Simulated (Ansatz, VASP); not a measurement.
LaPb3: VASP beside Ansatz

```xyz
4
Lattice="4.7241 0.0000 0.0000 0.0000 4.7241 0.0000 0.0000 0.0000 4.7241" Properties=species:S:1:pos:R:3 pbc="T T T"
La    0.0000    0.0000    0.0000
Pb    0.0000    2.3621    2.3621
Pb    2.3621    0.0000    2.3621
Pb    2.3621    2.3621    0.0000
```

Alike in both runs: task single point; functional LDA; k mesh 5 × 5 × 5; occupations gaussian, width 0.1 eV; no spin polarisation.

```csv
,VASP,Ansatz
version,VASP 6.6.1,Ansatz 0.2.0
potentials or method,"VASP PAW LDA potentials, release 64 (La, Pb_d)","plane waves, PAW"
plane-wave cutoff (eV),520,470
valence electrons in the cell,53,53
```

VASP gave:

```
pressure (GPa) : 5.0
```

Which values does Ansatz return?

Pressure (GPa): 4.9.

Spin-orbit coupling is left out, which matters for the levels of La, Pb.
